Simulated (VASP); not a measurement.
SiC (relaxed from the NiAs structure, space group P6_3/mmc): computed properties

All values below come from r2SCAN meta-GGA, VASP's PBE PAW potentials (set 64) (plane waves; VASP).

For SiC, the space group is P6_3/mmc (194) and the cell is a = b = 2.858 Å, c = 4.698 Å, α = β = 90.00°, γ = 120.00°. The volume per atom comes out as 8.31 Å³/atom and the band gap (over mesh and band path) is none (metal, semimetal or under 0.01 eV). The density is 4.01 g/cm³.

```
CELL_PARAMETERS angstrom
      2.85757     0.00000     0.00000
     -1.42878     2.47473     0.00000
      0.00000     0.00000     4.69789
ATOMIC_POSITIONS crystal
  Si 0.00000 0.00000 0.00000
  Si 0.00000 0.00000 0.50000
  C  0.33333 0.66667 0.25000
  C  0.66667 0.33333 0.75000
```

The structure was generated: SiC was put into the NiAs type (P6_3/mmc), which need not be its known phase. It was relaxed first, which changed the volume by -32 %. Symmetry was kept, so distortions that lower it aren't found.
